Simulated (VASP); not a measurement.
# Ir2Pt (Fd-3m) in VASP: density of states with PBE

Aim: the density of states of Ir2Pt with PBE.

Everything below comes from runs of VASP 6.6.1. Logs are shortened: lines on timing, memory, paths and dates and some standing lists are left out, and cuts for length are marked.

## (1) The structure

The structure is cubic, space group Fd-3m (No. 227). Conventional cell: a = 6.912 Å, b = 6.912 Å, c = 6.912 Å, α = 90.00°, β = 90.00°, γ = 90.00°. Ir (site symmetry -3m) has 6 Ir at 2.44 Å as nearest neighbours. Around Pt (site symmetry -43m) lie 12 Ir at 2.87 Å and 4 Pt at 2.99 Å.

The cell was built by a generator and needn't be a form met in nature.

## (2) Density of states, PBE

Input file POSCAR:

```
Ir2Pt
1.0
    0.0000000000      3.4561920000      3.4561920000
    3.4561920000      0.0000000000      3.4561920000
    3.4561920000      3.4561920000      0.0000000000
Ir Pt
4 2
Direct
    0.6250000000      0.6250000000      0.6250000000
    0.1250000000      0.6250000000      0.6250000000
    0.6250000000      0.6250000000      0.1250000000
    0.6250000000      0.1250000000      0.6250000000
    0.0000000000      0.0000000000      0.0000000000
    0.2500000000      0.2500000000      0.2500000000
```

Input file INCAR.step1:

```
SYSTEM = Ir2Pt
  PREC = Accurate
  ENCUT = 520
  EDIFF = 1E-7
  ISMEAR = 1
  SIGMA = 0.0116
  LREAL = .FALSE.
  LASPH = .TRUE.
  NELM = 60
  ALGO = Normal
  ISIF = 2
  LWAVE = .FALSE.
  LCHARG = .TRUE.
  LMAXMIX = 4
  GGA = PE
  NBANDS = 37
```

Input file KPOINTS.step1:

```
regular mesh
0
G
  7 7 7
  0 0 0
```

Input file INCAR.step2:

```
SYSTEM = Ir2Pt
  PREC = Accurate
  ENCUT = 520
  EDIFF = 1E-7
  ISMEAR = -5
  SIGMA = 0.0116
  LREAL = .FALSE.
  LASPH = .TRUE.
  NELM = 60
  ALGO = Normal
  ISIF = 2
  LWAVE = .FALSE.
  LCHARG = .FALSE.
  LMAXMIX = 4
  GGA = PE
  LORBIT = 11
  NBANDS = 37
  NEDOS = 2001
  ICHARG = 11
```

Input file KPOINTS.step2:

```
regular mesh
0
G
  11 11 11
  0 0 0
```

Potentials or basis: VASP PAW PBE potentials, release 64 (Ir, Pt).

The run is started by

```
$ cat potpaw_PBE.64/Ir/POTCAR potpaw_PBE.64/Pt/POTCAR > POTCAR
$ cp INCAR.step1 INCAR
$ cp KPOINTS.step1 KPOINTS
$ mpirun -np 1 vasp_std > vasp.out
$ cp INCAR.step2 INCAR
$ cp KPOINTS.step2 KPOINTS
$ mpirun -np 1 vasp_std > vasp.out
```

OUTCAR:

```text
SYSTEM = Ir2Pt
   PREC = Accurate
   ENCUT = 520
   EDIFF = 1E-7
   ISMEAR = -5
   LREAL = .FALSE.
   LASPH = .TRUE.
   NELM = 60
   ISIF = 2
   GGA = PE
   LORBIT = 11
   ICHARG = 11

 ion  position               nearest neighbor table
   1  0.625  0.625  0.625-   2 2.44   3 2.44   4 2.44   3 2.44   4 2.44   2 2.44   6 2.87   5 2.87
                             6 2.87   5 2.87   6 2.87   5 2.87
   2  0.125  0.625  0.625-   1 2.44   3 2.44   4 2.44   1 2.44   3 2.44   4 2.44   5 2.87   6 2.87
                             5 2.87   5 2.87   6 2.87   6 2.87
   3  0.625  0.625  0.125-   1 2.44   1 2.44   2 2.44   4 2.44   4 2.44   2 2.44   6 2.87   5 2.87
                             6 2.87   5 2.87   6 2.87   5 2.87
   4  0.625  0.125  0.625-   1 2.44   3 2.44   1 2.44   2 2.44   3 2.44   2 2.44   5 2.87   6 2.87
                             5 2.87   6 2.87   6 2.87   5 2.87
   5  0.000  0.000  0.000-   1 2.87   3 2.87   1 2.87   3 2.87   1 2.87   4 2.87   2 2.87   2 2.87
                             4 2.87   2 2.87   3 2.87   4 2.87   6 2.99   6 2.99   6 2.99   6 2.99
   6  0.250  0.250  0.250-   1 2.87   1 2.87   3 2.87   1 2.87   3 2.87   4 2.87   3 2.87   2 2.87
                             4 2.87   2 2.87   2 2.87   4 2.87   5 2.99   5 2.99   5 2.99   5 2.99

  LATTYP: Found a face centered cubic cell.
 ALAT       =     6.9123840000

  Lattice vectors:

 A1 = (   0.0000000000,   3.4561920000,   3.4561920000)
 A2 = (   3.4561920000,   0.0000000000,   3.4561920000)
 A3 = (   3.4561920000,   3.4561920000,   0.0000000000)

Analysis of symmetry for initial positions (statically):
=====================================================================
 Subroutine PRICEL returns:
 Original cell was already a primitive cell.

 Routine SETGRP: Setting up the symmetry group for a
 face centered cubic supercell.

 Subroutine GETGRP returns: Found 48 space group operations
 (whereof 24 operations were pure point group operations)
 out of a pool of 48 trial point group operations.

The static configuration has the point symmetry T_d .
 The point group associated with its full space group is O_h .

Analysis of symmetry for dynamics (positions and initial velocities):
=====================================================================
 Subroutine PRICEL returns:
 Original cell was already a primitive cell.

 Routine SETGRP: Setting up the symmetry group for a
 face centered cubic supercell.

 Subroutine GETGRP returns: Found 48 space group operations
 (whereof 24 operations were pure point group operations)
 out of a pool of 48 trial point group operations.

The dynamic configuration has the point symmetry T_d .
 The point group associated with its full space group is O_h .

 Subroutine INISYM returns: Found 48 space group operations
 (whereof 24 operations are pure point group operations),
 and found     1 'primitive' translations

----------------------------------------------------------------------------------------

                                     Primitive cell

  volume of cell :      82.5702

  direct lattice vectors                    reciprocal lattice vectors
     0.000000000  3.456192000  3.456192000    -0.144667889  0.144667889  0.144667889
     3.456192000  0.000000000  3.456192000     0.144667889 -0.144667889  0.144667889
     3.456192000  3.456192000  0.000000000     0.144667889  0.144667889 -0.144667889

  length of vectors
     4.887793601  4.887793601  4.887793601     0.250572134  0.250572134  0.250572134

  position of ions in fractional coordinates (direct lattice)
     0.625000000  0.625000000  0.625000000
     0.125000000  0.625000000  0.625000000
     0.625000000  0.625000000  0.125000000
     0.625000000  0.125000000  0.625000000
     0.000000000  0.000000000  0.000000000
     0.250000000  0.250000000  0.250000000

  ion indices of the primitive-cell ions
   primitive index   ion index
                 1           1
                 2           2
                 3           3
                 4           4
                 5           5
                 6           6

----------------------------------------------------------------------------------------

 KPOINTS: regular mesh

Automatic generation of k-mesh.
 Grid dimensions read from file:
 generate k-points for:   11   11   11

 Generating k-lattice:

  Cartesian coordinates                     Fractional coordinates (reciprocal lattice)
    -0.013151626  0.013151626  0.013151626     0.090909091  0.000000000  0.000000000
     0.013151626 -0.013151626  0.013151626     0.000000000  0.090909091  0.000000000
     0.013151626  0.013151626 -0.013151626     0.000000000  0.000000000  0.090909091

  Length of vectors
     0.022779285  0.022779285  0.022779285

  Shift w.r.t. Gamma in fractional coordinates (k-lattice)
     0.000000000  0.000000000  0.000000000

 TETIRR: Found    201 inequivalent tetrahedra from     7986

 Subroutine IBZKPT returns following result:
 ===========================================

 Found     56 irreducible k-points:

 Following reciprocal coordinates:
            Coordinates               Weight
  0.000000  0.000000  0.000000      1.000000
  0.090909  0.000000  0.000000      8.000000
  0.181818  0.000000  0.000000      8.000000
  0.272727  0.000000  0.000000      8.000000
  0.363636  0.000000  0.000000      8.000000
  0.454545  0.000000  0.000000      8.000000
[... 16 lines left out ...]
 -0.272727  0.181818  0.000000     24.000000
 -0.181818  0.181818  0.000000     12.000000
 [... further k-points ...]
   k-points           NKPTS =     56   k-points in BZ     NKDIM =     56   number of bands    NBANDS=     37
   number of dos      NEDOS =   2001   number of ions     NIONS =      6
   total plane-waves  NPLWV =  46656
   dimension x,y,z NGX =    36 NGY =   36 NGZ =   36
   dimension x,y,z NGXF=    72 NGYF=   72 NGZF=   72
   ions per type =               4   2
   NGX,Y,Z   is equivalent  to a cutoff of  12.24, 12.24, 12.24 a.u.
   NGXF,Y,Z  is equivalent  to a cutoff of  24.49, 24.49, 24.49 a.u.
 SYSTEM =  Ir2Pt
   PREC   = accura    normal or accurate (medium, high low for compatibility)
   ISTART =      0    job   : 0-new  1-cont  2-samecut
   ICHARG =     11    charge: 1-file 2-atom 10-const
   ISPIN  =      1    spin polarized calculation?
   LNONCOLLINEAR =      F non collinear calculations
   LSORBIT =      F    spin-orbit coupling
   LASPH  =      T    aspherical Exc in radial PAW
   ENCUT  =  520.0 eV  38.22 Ry    6.18 a.u.   9.09  9.09  9.09*2*pi/ulx,y,z
   NELM   =     60;   NELMIN=  2; NELMDL=  0     # of ELM steps
   EDIFF  = 0.1E-06   stopping-criterion for ELM
   LREAL  =      F    real-space projection
   EDIFFG = 0.1E-05   stopping-criterion for IOM
   NSW    =      0    number of steps for IOM
   IBRION =     -1    ionic relax: 0-MD 1-quasi-New 2-CG
   NFREE  =      0    steps in history (QN), initial steepest desc. (CG)
   ISIF   =      2    stress and relaxation
   ISYM   =      2    0-nonsym 1-usesym 2-fastsym
   POTIM  = 0.5000    time-step for ionic-motion
   TEBEG  =    0.0;   TEEND  =   0.0 temperature during run
   PSTRESS=    0.0 pullay stress
   NELECT =      56.0000    total number of electrons
   NUPDOWN=      -1.0000    fix difference up-down
   EMIN   =  10.00;   EMAX   =-10.00  energy-range for DOS
   EFERMI =   0.00;   METHOD = LEGACY
   ISMEAR =    -5;   SIGMA  =   0.01  broadening in eV -4-tet -1-fermi 0-gaus
   EFERMI_NEDOS =   21; number of points for ismear=-14 and -15
   IALGO  =     38    algorithm
   IMIX   =      4    mixing-type and parameters
     AMIX     =   0.40;   BMIX     =  1.00
     AMIX_MAG =   1.60;   BMIX_MAG =  1.00
  volume/ion in A,a.u.               =      13.76        92.87
  Fermi-wavevector in a.u.,A,eV,Ry     =   1.438345  2.718077 28.148216  2.068836
  Thomas-Fermi vector in A             =   2.557322
   LORBIT       =     11    0 simple, 1 ext, 2 COOP (PROOUT), +10 PAW based schemes
   GGA     = PE    functional components
   LHFCALC =     F    Hartree Fock is set to
   AEXX    =    0.0000 exact exchange contribution
   IVDW    =     0    specifies the selected vdW correction
   LEPSILON=     F    determine dielectric tensor
   LRPA    =     F    only Hartree local field effects (RPA)
 non-spin polarized calculation
 Fermi weights with tetrahedron method with Bloechl corrections
  energy-cutoff  :      520.00
  volume of cell :       82.57
 maximum number of plane-waves:      2243

 number of electron      55.9999998 magnetization

 Free energy of the ion-electron system (eV)
  ---------------------------------------------------
  ext. energy  EPLUGINS =         0.00000000
  ---------------------------------------------------
  free energy    TOTEN  =       -41.51020997 eV

  energy without entropy =      -41.51020997  energy(sigma->0) =      -41.51020997

 E-fermi :  11.5491     XC(G=0): -14.0425

 val. band max:       11.5690573133   @ k =   0.2727   0.1818   0.0909
 cond. band min:      11.4660319560   @ k =  -0.4545   0.4545   0.0000
 fundamental gap:     -0.1030253573
 Fermi energy:        11.5491383370

 k-point     1 :       0.0000    0.0000    0.0000
  band No.  band energies     occupation
      1      -0.2626      2.00000
      2       1.7218      2.00000
      3       3.3154      2.00000
      4       3.3154      2.00000
      5       3.3154      2.00000
      6       5.2317      2.00000
[... 29 lines left out ...]
     36      16.3173      0.00000
     37      17.4206      0.00000
[... 918 lines left out ...]
     36      17.2342      0.00000
     37      18.4753      0.00000

 [... further k-points ...]

------------------------ aborting loop because EDIFF is reached ----------------------------------------

  FORCE on cell =-STRESS in cart. coord.  units (eV):
  Direction    XX          YY          ZZ          XY          YZ          ZX
  --------------------------------------------------------------------------------------
  -------------------------------------------------------------------------------------
  Total       30.8382797     30.8382797     30.8382797      0.0000000      0.0000000      0.0000000
  in kB      598.3801074    598.3801074    598.3801074      0.0000000      0.0000000      0.0000000
  external PRESSURE =     598.3801074 kB  Pullay stress =       0.0000000 kB

 VOLUME and BASIS-vectors are now :
 -----------------------------------------------------------------------------
  energy-cutoff  :      520.00
  volume of cell :       82.57
      direct lattice vectors                 reciprocal lattice vectors
     0.000000000  3.456192000  3.456192000    -0.144667889  0.144667889  0.144667889
     3.456192000  0.000000000  3.456192000     0.144667889 -0.144667889  0.144667889
     3.456192000  3.456192000  0.000000000     0.144667889  0.144667889 -0.144667889

 POSITION                                       TOTAL-FORCE (eV/Angst)
 -----------------------------------------------------------------------------------
      4.32024      4.32024      4.32024         0.000000      0.000000     -0.000000
      4.32024      2.59214      2.59214         0.000000      0.000000     -0.000000
      2.59214      2.59214      4.32024         0.000000      0.000000     -0.000000
      2.59214      4.32024      2.59214         0.000000      0.000000     -0.000000
      0.00000      0.00000      0.00000        -0.000000     -0.000000      0.000000
      1.72810      1.72810      1.72810         0.000000     -0.000000      0.000000
 -----------------------------------------------------------------------------------
    total drift:                                0.000000      0.000000      0.000000

  FREE ENERGIE OF THE ION-ELECTRON SYSTEM (eV)
  ---------------------------------------------------
  free  energy   TOTEN  =       -41.5102099719 eV

  energy  without entropy=      -41.5102099719  energy(sigma->0) =      -41.51020997

 total charge

# of ion       s       p       d       tot
------------------------------------------
    1        0.758   0.854   7.311   8.923
    2        0.758   0.854   7.311   8.923
    3        0.758   0.854   7.311   8.923
    4        0.758   0.854   7.311   8.923
    5        0.570   0.578   8.089   9.236
    6        0.570   0.578   8.089   9.236
--------------------------------------------------
tot          4.172   4.570  45.423  54.166
```

It took 2.3 min on 1 thread of Intel Xeon 6975P-C (Granite Rapids), shared host; peak memory 0.29 GiB.

Results:

- Valence electrons inside the program's atomic spheres: Ir 8.92; Pt 9.24

States per cell in windows of 1 eV (zero at the Fermi level; states under -8 eV left out):
```tsv
from (eV)	total	Pt5_d	Pt6_d	Ir1_d	Ir2_d	Ir3_d	Ir4_d
-8.0	5.61	0.33	0.33	0.79	0.79	0.79	0.79
-7.0	5.05	0.37	0.37	0.86	0.86	0.86	0.86
-6.0	8.08	1.08	1.08	1.16	1.16	1.16	1.16
-5.0	7.47	1.22	1.22	0.76	0.76	0.76	0.76
-4.0	6.36	1.46	1.46	0.59	0.59	0.59	0.59
-3.0	5.06	1.23	1.23	0.51	0.51	0.51	0.51
-2.0	4.46	0.93	0.93	0.55	0.55	0.55	0.55
-1.0	9.56	1.31	1.31	1.56	1.56	1.56	1.56
0.0	5.74	0.71	0.71	0.93	0.93	0.93	0.93
1.0	2.77	0.21	0.21	0.40	0.40	0.40	0.40
2.0	2.57	0.18	0.18	0.31	0.31	0.31	0.31
3.0	1.06	0.08	0.08	0.10	0.10	0.10	0.10
4.0	1.91	0.07	0.07	0.20	0.20	0.20	0.20
5.0	1.16	0.05	0.05	0.08	0.08	0.08	0.08
6.0	1.45	0.05	0.05	0.07	0.07	0.07	0.07
7.0	1.32	0.03	0.03	0.05	0.05	0.05	0.05
```

Caveat: tetrahedron occupations give inexact forces and stress in metals. The run has no spin-orbit coupling, so splittings on Ir, Pt are missing.
